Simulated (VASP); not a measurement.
An input for Quantum ESPRESSO's pw.x (written as the equivalent of a VASP run, and not itself run):

```
&CONTROL
  calculation = 'vc-relax'
  pseudo_dir = './pseudo'
  outdir = './out'
  tprnfor = .true.
  tstress = .true.
  nstep = 40
  forc_conv_thr = 0.00078
/
&SYSTEM
  ibrav = 0
  nat = 4
  ntyp = 2
  ecutwfc = 98
  occupations = 'smearing'
  smearing = 'methfessel-paxton'
  degauss = 0.00735
  input_dft = 'pz'
/
&ELECTRONS
  conv_thr = 7.3e-08
  electron_maxstep = 100
/
&IONS
/
&CELL
  press = 200
/
ATOMIC_SPECIES
  Ni 58.693 Ni.upf
  Sb 121.760 Sb.upf
CELL_PARAMETERS angstrom
     1.8715069   -3.2415453   -0.0000000
     1.8715069    3.2415453    0.0000000
     0.0000000    0.0000000    4.8552787
ATOMIC_POSITIONS crystal
  Ni   0.0000000  0.0000000  0.5000000
  Ni   1.0000000  0.0000000  0.0000000
  Sb   0.3333330  0.6666670  0.2500000
  Sb   0.6666670  0.3333330  0.7500000
K_POINTS automatic
  9 9 6 0 0 0
```

**Question.** Translate this input to VASP (INCAR, KPOINTS, POSCAR, choice of POTCAR).

**Answer.** This is not unique; one that fits is 
### KPOINTS
```
Regular mesh
0
Gamma
 9 9 6
0 0 0
```

### INCAR
```
SYSTEM=NiSb
PREC=Accurate; ENCUT=500; LREAL=F
LASPH=T
EDIFF=1E-6; NELM=100; ALGO=Normal
LMAXMIX=4
ISMEAR=1; SIGMA=0.1
IBRION=2; NSW=40; ISIF=3
EDIFFG=-0.02; PSTRESS=200
LWAVE=F; LCHARG=F
```

**POSCAR**
```
NiSb
1
    1.8715068988    -3.2415452639    -0.0000000000
    1.8715068988     3.2415452639     0.0000000000
    0.0000000000     0.0000000000     4.8552786653
Ni Sb
2 2
Direct
  0.0000000000   0.0000000000   0.5000000000
  1.0000000000   0.0000000000   0.0000000000
  0.3333330000   0.6666670000   0.2500000000
  0.6666670000   0.3333330000   0.7500000000
```

POTCAR, in this order: Ni Sb (LDA.64 set). Program: vasp_std.

The two are equivalent in intent, not identical: the potentials are each code's own (VASP's PAW set, PseudoDojo norm-conserving files in pw.x), so ENCUT and ecutwfc are chosen apart and not converted; conv_thr bounds pw.x's estimated SCF error, while EDIFF bounds the energy change between steps; forc_conv_thr acts on force components and is met together with etot_conv_thr.

The compound is NiSb in the NiAs type structure. It was relaxed first under an external pressure of 20 GPa.
